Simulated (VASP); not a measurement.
An input for Quantum ESPRESSO's pw.x (written as the equivalent of a VASP run, and not itself run):

```
&CONTROL
  calculation = 'vc-relax'
  pseudo_dir = './pseudo'
  outdir = './out'
  tprnfor = .true.
  tstress = .true.
  nstep = 30
  forc_conv_thr = 0.00039
/
&SYSTEM
  ibrav = 0
  nat = 6
  ntyp = 2
  ecutwfc = 74
  occupations = 'smearing'
  smearing = 'gaussian'
  degauss = 0.003675
  input_dft = 'rpbe'
/
&ELECTRONS
  conv_thr = 7.3e-09
  electron_maxstep = 100
/
&IONS
/
&CELL
  cell_dofree = 'shape'
/
ATOMIC_SPECIES
  W 183.840 W.upf
  S 32.060 S.upf
CELL_PARAMETERS angstrom
     1.6054296   -2.7806856    0.0000000
     1.6054296    2.7806856    0.0000000
     0.0000000    0.0000000   15.3333827
ATOMIC_POSITIONS crystal
  W    0.3333330  0.6666670  0.2500000
  W    0.6666670  0.3333330  0.7500000
  S    0.3333330  0.6666670  0.8525365
  S    0.6666670  0.3333330  0.3525365
  S    0.6666670  0.3333330  0.1474635
  S    0.3333330  0.6666670  0.6474635
K_POINTS automatic
  8 8 2 0 0 0
```

**Question.** Write the VASP files for the same calculation (RPBE).

**Answer.** Several could match; the one computed here: 
### KPOINTS
```
K-points
0
Gamma
  8 8 2
```

INCAR:
```
NELM=100   ! most electronic steps
EDIFFG=-0.01   ! ionic stop
PREC=Accurate
EDIFF=1E-7   ! SCF stop (eV)
LASPH=.TRUE.
LWAVE=.FALSE.
IBRION=2
LMAXMIX=6   ! l cut-off of mixed one-centre charges
ENCUT=520   ! plane-wave cut-off (eV)
LREAL=.FALSE.   ! projection in real space or not
SIGMA=0.05
NSW=30   ! most ionic steps
ISMEAR=0   ! Gaussian
ISIF=4   ! ions and shape, fixed volume
SYSTEM=WS2
GGA=RP
ALGO=Normal   ! blocked Davidson
LCHARG=.FALSE.
```

### POSCAR
```
WS2
1
    1.6054295804    -2.7806855782     0.0000000000
    1.6054295804     2.7806855782     0.0000000000
    0.0000000000     0.0000000000    15.3333826744
W S
2 4
Direct
  0.3333330000   0.6666670000   0.2500000000
  0.6666670000   0.3333330000   0.7500000000
  0.3333330000   0.6666670000   0.8525365450
  0.6666670000   0.3333330000   0.3525365450
  0.6666670000   0.3333330000   0.1474634550
  0.3333330000   0.6666670000   0.6474634550
```

POTCAR, in this order: W_sv S (PBE.64 set). Program: vasp_std.

Limits of the translation: the potentials are each code's own (VASP's PAW set, PseudoDojo norm-conserving files in pw.x), so ENCUT and ecutwfc are chosen apart and not converted; conv_thr bounds pw.x's estimated SCF error, while EDIFF bounds the energy change between steps; forc_conv_thr acts on force components and is met together with etot_conv_thr.

The compound is WS2 in the 2H layered structure. This run relaxes it. Symmetry was kept, so distortions that lower it aren't found.
